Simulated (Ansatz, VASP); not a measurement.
## MgBeS3: VASP beside Ansatz

Contents of INCAR:

```
SYSTEM = MgBeS3
PREC = Accurate
ENCUT = 600
EDIFF = 1E-6
ISMEAR = 0
SIGMA = 0.2
LREAL = .False.
LASPH = .True.
NELM = 100
ALGO = Normal
ISIF = 3
LWAVE = .False.
LCHARG = .False.
GGA = PE
IBRION = 2
NSW = 36
EDIFFG = -0.08
```

KPOINTS

```
regular mesh
0
Gamma
  5 5 1
  0 0 0
```

Contents of POSCAR:

```
MgBeS3
1.0
    3.6000000000      0.0000000000      0.0000000000
   -1.8000000000      3.1176914500      0.0000000000
    0.0000000000      0.0000000000     16.1000000000
Mg Be S
2 2 6
Direct
    0.3333333300      0.6666666700      0.8340000000
    0.6666666700      0.3333333300      0.1660000000
    0.3333333300      0.6666666700      0.3960000000
    0.6666666700      0.3333333300      0.6040000000
    0.0000000000      0.0000000000      0.0660000000
    0.0000000000      0.0000000000      0.9340000000
    0.3333333300      0.6666666700      0.2640000000
    0.6666666700      0.3333333300      0.7360000000
    0.0000000000      0.0000000000      0.4340000000
    0.0000000000      0.0000000000      0.5660000000
```

Input for Ansatz:

```yaml
crystal:
  lattice:
    - [3.6, 0.0, 0.0]
    - [-1.8, 3.11769145, 0.0]
    - [0.0, 0.0, 16.1]
  atoms:
    - { symbol: Mg, position: [0.33333333, 0.66666667, 0.834] }
    - { symbol: Mg, position: [0.66666667, 0.33333333, 0.166] }
    - { symbol: Be, position: [0.33333333, 0.66666667, 0.396] }
    - { symbol: Be, position: [0.66666667, 0.33333333, 0.604] }
    - { symbol: S, position: [0.0, 0.0, 0.066] }
    - { symbol: S, position: [0.0, 0.0, 0.934] }
    - { symbol: S, position: [0.33333333, 0.66666667, 0.264] }
    - { symbol: S, position: [0.66666667, 0.33333333, 0.736] }
    - { symbol: S, position: [0.0, 0.0, 0.434] }
    - { symbol: S, position: [0.0, 0.0, 0.566] }
basis:
  ecutwfc: 420
kpoints:
  mp_grid: { grid: [5, 5, 1] }
hamiltonian:
  xc: pbe
scf:
  occupations: { method: gaussian, width: 0.2 }
  lower_state_search: "off"
output:
  forces: true
  stress: true
  eigenvalues: true
relax:
  adjacent_minimum: "off"
  f_tol: 0.08
  max_steps: 16
  cell: { stress_tol: 0.8 }
```

Alike in both runs: task relaxation of cell and atoms; functional PBE; k mesh 5 × 5 × 1; occupations gaussian, width 0.2 eV; no spin polarisation.

|  | VASP | Ansatz |
| --- | --- | --- |
| version | VASP 6.6.1 | Ansatz 0.2.0 |
| potentials or method | VASP PAW PBE potentials, release 64 (Mg, Be, S) | scalar-relativistic, plane waves, PAW |
| plane-wave cutoff (eV) | 600 | 420 |
| valence electrons in the cell | 44 | 60 |

|  | VASP | Ansatz | Ansatz less VASP |
| --- | --- | --- | --- |
| gap on the k mesh at the Fermi level, each at its own relaxed structure (eV) | 0.25 | 0.10 | -0.148 |
| relaxed volume (Å³/atom) | 18.23 | 18.20 | -0.030 |
| relaxed cell length with the largest relative difference (Å) | 14.950 | 15.043 | +0.0933 |
| energy change over the relaxation (meV/atom) | -125 | -124 | +0.8 |

The two sets of potentials don't hold the same shells in valence.

Caveats: an odd mesh through Γ misses points on the zone boundary, where band edges often lie.
